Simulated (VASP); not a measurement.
# WSe2: band structure with PBE

**What was measured.**

“Time-resolved XUV ARPES with tunable 24–33 eV laser pulses at 30 meV resolution”, 2019, pmc:6684652 reports, for a bulk crystal of WSe2: band gap 1.3 eV (indirect).

Crystal: WSe2.

```
CELL_PARAMETERS angstrom
3.28048 0.00000 0.00000
-1.64024 2.84098 0.00000
0.00000 0.00000 12.79343
ATOMIC_POSITIONS crystal
W 0.66667 0.33333 0.75000
W 0.33333 0.66667 0.25000
Se 0.33333 0.66667 0.88182
Se 0.66667 0.33333 0.38182
Se 0.33333 0.66667 0.61818
Se 0.66667 0.33333 0.11818
```

The cell is a database's computed one.

* Program: VASP 6.6.1
* Task: band structure
* Functional: PBE
* Potentials or basis: VASP PAW PBE potentials, release 64 (W_sv, Se)
* Cutoff: 300 eV
* k mesh: 12 × 12 × 4
* Occupations: gaussian, width 0.02 eV
* Spin: no spin polarisation
* Further INCAR settings: ALGO = Normal; EDIFF = 1e-06; NBANDS = 35

```json
{
 "Band gap on the k mesh": "0.89 eV, indirect (least direct gap 1.56 eV)",
 "Band gap along the path": "0.87 eV, indirect (least direct gap 1.56 eV)"
}
```

Levels at the corners of the path, in eV from the valence-band top:
| point | band 22 | band 23 | band 24 | band 25 | band 26 | band 27 | band 28 | band 29 | band 30 | band 31 |
| --- | --- | --- | --- | --- | --- | --- | --- | --- | --- | --- |
| Γ | -1.45 | -1.45 | -1.20 | -0.96 | 0.00 | 2.63 | 2.63 | 2.67 | 2.67 | 2.69 |
| M | -2.44 | -1.48 | -1.37 | -1.30 | -1.05 | 2.15 | 2.20 | 2.27 | 2.69 | 2.91 |
| M | -2.44 | -1.48 | -1.37 | -1.30 | -1.05 | 2.15 | 2.20 | 2.27 | 2.69 | 2.91 |
| K | -3.96 | -2.55 | -2.55 | -0.48 | -0.19 | 1.37 | 1.37 | 1.74 | 3.02 | 3.02 |
| K | -3.96 | -2.55 | -2.55 | -0.48 | -0.19 | 1.37 | 1.37 | 1.74 | 3.02 | 3.02 |
| Γ | -1.45 | -1.45 | -1.20 | -0.96 | 0.00 | 2.63 | 2.63 | 2.67 | 2.67 | 2.69 |
| Γ | -1.45 | -1.45 | -1.20 | -0.96 | 0.00 | 2.63 | 2.63 | 2.67 | 2.67 | 2.69 |
| A | -1.49 | -1.48 | -1.48 | -0.20 | -0.20 | 2.63 | 2.63 | 2.63 | 2.63 | 2.84 |
| A | -1.49 | -1.48 | -1.48 | -0.20 | -0.20 | 2.63 | 2.63 | 2.63 | 2.63 | 2.84 |
| L | -2.62 | -1.37 | -1.37 | -1.21 | -1.21 | 2.17 | 2.17 | 2.52 | 2.52 | 3.34 |
| L | -2.62 | -1.37 | -1.37 | -1.21 | -1.21 | 2.17 | 2.17 | 2.52 | 2.52 | 3.34 |
| H | -3.40 | -2.79 | -2.79 | -0.36 | -0.36 | 1.37 | 1.37 | 2.34 | 2.34 | 3.16 |
| H | -3.40 | -2.79 | -2.79 | -0.36 | -0.36 | 1.37 | 1.37 | 2.34 | 2.34 | 3.16 |
| A | -1.49 | -1.48 | -1.48 | -0.20 | -0.20 | 2.63 | 2.63 | 2.63 | 2.63 | 2.84 |
| L | -2.62 | -1.37 | -1.37 | -1.21 | -1.21 | 2.17 | 2.17 | 2.52 | 2.52 | 3.34 |
| M | -2.44 | -1.48 | -1.37 | -1.30 | -1.05 | 2.15 | 2.20 | 2.27 | 2.69 | 2.91 |
| K | -3.96 | -2.55 | -2.55 | -0.48 | -0.19 | 1.37 | 1.37 | 1.74 | 3.02 | 3.02 |
| H | -3.40 | -2.79 | -2.79 | -0.36 | -0.36 | 1.37 | 1.37 | 2.34 | 2.34 | 3.16 |

It took 52 s on 4 MPI ranks on Intel(R) Xeon(R) Platinum 8488C (Sapphire Rapids), on a shared host, peak memory 0.35 GiB a rank.

Against the measured gap of WSe2, 1.3 eV (indirect; “Time-resolved XUV ARPES with tunable 24–33 eV laser pulses at 30 meV resolution”, 2019, pmc:6684652), the calculated 0.87 eV is off by -0.43 eV. Spin-orbit coupling on Se, W is left out. The value is that of PBE, without temperature or zero-point motion. Semilocal functionals fall short of measured gaps as a rule. The cell is a database's relaxed one, not the measured one, which moves gaps too.

Caveat: the log is that of the step along the path at fixed density, whose energy, stress, charges and moments have no meaning; spin-orbit coupling is left out, which moves the levels of the heavy elements.
